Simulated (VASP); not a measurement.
Method: PBE GGA, VASP's PBE PAW potentials (set 64) (plane waves; VASP).

Input for VASP

File POSCAR:
```
PtAl2
2.9896130
  0.0000000000   0.9853700128   0.9732808226
  1.0000000000   0.0000000000   0.9732808226
  1.0000000000   0.9853700128   0.0000000000
Al Pt
2 1
Cart
  0.5000000000   0.4926850064   0.4866404113
  1.5000000000   1.4780550192   1.4599212340
  0.0305380000   0.0000000000   0.0000000000
```

### INCAR
```
! general
SYSTEM  = PtAl2
PREC    = Accurate
ENCUT   = 800
LREAL   = .FALSE.
LASPH   = .TRUE.

! electronic loop
EDIFF   = 1E-6
NELM    = 100
ALGO    = Normal
LMAXMIX = 6

! smearing
ISMEAR  = 1
SIGMA   = 0.1

! functional
GGA     = PE

! ions
ISIF    = 2

! output
LWAVE   = .FALSE.
LCHARG  = .FALSE.
```

**KPOINTS**
```
Automatic mesh
0
Gamma
8 8 8
0 0 0
```

POTCAR, in this order: Al Pt (PBE.64 set). Program: vasp_std.

Output of the run:

File OSZICAR:
```
       N       E                     dE             d eps       ncg     rms          rms(c)
DAV:   1     0.725149100858E+02    0.72515E+02   -0.88979E+03  2280   0.163E+03
DAV:   2    -0.139350410313E+02   -0.86450E+02   -0.78061E+02  2624   0.228E+02
DAV:   3    -0.167320834417E+02   -0.27970E+01   -0.27480E+01  2844   0.391E+01
DAV:   4    -0.167612691360E+02   -0.29186E-01   -0.29173E-01  2688   0.463E+00
DAV:   5    -0.167617003848E+02   -0.43125E-03   -0.43123E-03  2888   0.609E-01    0.878E+00
DAV:   6    -0.162948000736E+02    0.46690E+00   -0.24795E+00  2568   0.155E+01    0.228E+00
DAV:   7    -0.162151859993E+02    0.79614E-01   -0.19333E-01  2508   0.457E+00    0.171E+00
DAV:   8    -0.161850434406E+02    0.30143E-01   -0.31567E-02  2644   0.179E+00    0.250E-01
DAV:   9    -0.161850103872E+02    0.33053E-04   -0.20031E-03  2672   0.434E-01    0.159E-01
DAV:  10    -0.161851380386E+02   -0.12765E-03   -0.36639E-04  2548   0.160E-01    0.237E-02
DAV:  11    -0.161851393708E+02   -0.13323E-05   -0.35910E-05  2644   0.601E-02    0.617E-03
DAV:  12    -0.161851408747E+02   -0.15039E-05   -0.39102E-06  2580   0.160E-02    0.352E-03
DAV:  13    -0.161851410234E+02   -0.14865E-06   -0.74804E-07  1764   0.636E-03
   1 F= -.16185141E+02 E0= -.16185187E+02  d E =0.138085E-03
```

OUTCAR:
```
------------------------ aborting loop because EDIFF is reached ----------------------------------------
  FORCE on cell =-STRESS in cart. coord.  units (eV):
  Direction    XX          YY          ZZ          XY          YZ          ZX
  --------------------------------------------------------------------------------------
  Total        0.9676256      1.2125676      1.4332578      0.0000000      0.0000000      0.0000000
  in kB       30.2486158     37.9056661     44.8045853      0.0000000      0.0000000      0.0000000
  external PRESSURE =      37.6529557 kB  Pullay stress =       0.0000000 kB
  volume of cell :       51.25
      direct lattice vectors                 reciprocal lattice vectors
     0.000000000  2.945875000  2.909733000    -0.167245727  0.169728858  0.171837072
     2.989613000  0.000000000  2.909733000     0.167245727 -0.169728858  0.171837072
     2.989613000  2.945875000  0.000000000     0.167245727  0.169728858 -0.171837072
 POSITION                                       TOTAL-FORCE (eV/Angst)
 -----------------------------------------------------------------------------------
      1.49481      1.47294      1.45487         0.417322      0.000000      0.000000
      4.48442      4.41881      4.36460         0.417322      0.000000      0.000000
      0.09130      2.94588      2.90973        -0.834644      0.000000      0.000000
 -----------------------------------------------------------------------------------
    total drift:                               -0.000541     -0.000000     -0.000000
  FREE ENERGIE OF THE ION-ELECTRON SYSTEM (eV)
  ---------------------------------------------------
  free  energy   TOTEN  =       -16.1851410234 eV

  energy  without entropy=      -16.1852791087  energy(sigma->0) =      -16.18518705
```
(Selected blocks of OUTCAR.)

### OUTCAR
```
 val. band max:        7.9109274958   @ k =  -0.1250   0.2500   0.2500

 cond. band min:       7.9493109086   @ k =   0.3750   0.0000   0.2500


 Fermi energy:         7.9431843179

 k-point     1 :       0.0000    0.0000    0.0000
  band No.  band energies     occupation
      1      -2.2971      2.00000
      2       2.8797      2.00000
      3       2.8954      2.00000
      4       2.8962      2.00000
      5       4.2051      2.00000
      6       4.2894      2.00000
      7      10.9669      0.00000
      8      11.7191      0.00000
      9      11.7882      0.00000
     10      11.8739      0.00000
     11      13.2433      0.00000
     12      13.4297      0.00000

 k-point     2 :       0.1250    0.0000    0.0000
  band No.  band energies     occupation
      1      -2.0815      2.00000
      2       2.7643      2.00000
      3       2.9575      2.00000
      4       2.9655      2.00000
      5       4.1863      2.00000
      6       4.2629      2.00000
      7       9.6234     -0.00000
      8      11.1393      0.00000
      9      11.2855      0.00000
     10      11.3965      0.00000
     11      13.5960      0.00000
     12      13.8579      0.00000

 k-point     3 :       0.2500    0.0000    0.0000
  band No.  band energies     occupation
      1      -1.4604      2.00000
      2       2.4685      2.00000
      3       3.1042      2.00000
      4       3.1134      2.00000
      5       4.2064      2.00000
      6       4.2535      2.00000
      7       7.0895      2.00000
      8      10.2037      0.00000
      9      10.3238      0.00000
     10      11.7570      0.00000
     11      13.1688      0.00000
     12      13.5106      0.00000

 k-point     4 :       0.3750    0.0000    0.0000
  band No.  band energies     occupation
      1      -0.5605      2.00000
      2       2.1129      2.00000
      3       3.1810      2.00000
      4       3.2136      2.00000
      5       4.3629      2.00000
      6       4.3656      2.00000
...
```

Unless said otherwise, spin-orbit coupling is left out, though it shifts the bands of the heavy elements here.

The compound is PtAl2 in the fluorite structure. The cell was not relaxed at this level, atoms are displaced from their ideal sites. The run is one of a series of settings (ENCUT = 800 against the base run), some of them coarse on purpose.
